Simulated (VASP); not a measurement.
An input for Ansatz (written as the equivalent of a VASP run, and not itself run):

Ansatz 0.2 input:
```yaml
crystal:
  lattice:
    - [0.0000000, 1.6928184, 1.6928184]
    - [1.6928184, 0.0000000, 1.6928184]
    - [1.6928184, 1.6928184, 0.0000000]
  atoms:
    - { symbol: Ni, position: [0.0000000, 0.0000000, 0.0000000], spin: 0.6 }
kpoints:
  mp_grid: { grid: [18, 18, 18] }
hamiltonian:
  xc: pbe
  pseudopotentials: { kind: paw }
magnetization: { spin_polarized: true }
scf:
  occupations: { method: methfessel_paxton, width: 0.1 }
  max_iter: 100
relax:
  max_steps: 40
  f_tol: 0.02
  cell: { p_target: 30 }
output: { forces: true, stress: true, eigenvalues: true }
```

Q: Write the VASP files for the same calculation (PBE).

A: Several could match; the one computed here: 
**KPOINTS**
```
Regular mesh
0
gamma
18 18 18
```

POSCAR:
```
Ni
1
    0.0000000000     1.6928183840     1.6928183840
    1.6928183840    -0.0000000000     1.6928183840
    1.6928183840     1.6928183840    -0.0000000000
Ni
1
Direct
  0.0000000000   0.0000000000   0.0000000000
```

### INCAR
```
SYSTEM = Ni
PREC = Accurate
ENCUT = 500
EDIFF = 1E-6
NELM = 100
ALGO = Normal
LREAL = .FALSE.
LASPH = .TRUE.
ISMEAR = 1
SIGMA = 0.1
GGA = PE
LMAXMIX = 4
ISPIN = 2
MAGMOM = 0.6
LORBIT = 10
LWAVE = .FALSE.
LCHARG = .FALSE.
IBRION = 2
ISIF = 3
NSW = 40
EDIFFG = -0.02
PSTRESS = 300
```

POTCAR, in this order: Ni (PBE.64 set). Program: vasp_std.

What does not carry over: each code has its own PAW files, so the cut-off isn't converted (ENCUT is set for VASP's; basis.ecutwfc is left out, and Ansatz then takes the one that its files recommend); Ansatz stops its SCF on the density residual and VASP on the energy change (EDIFF).

The compound is Ni in the fcc structure. It was relaxed first under an external pressure of 30 GPa.
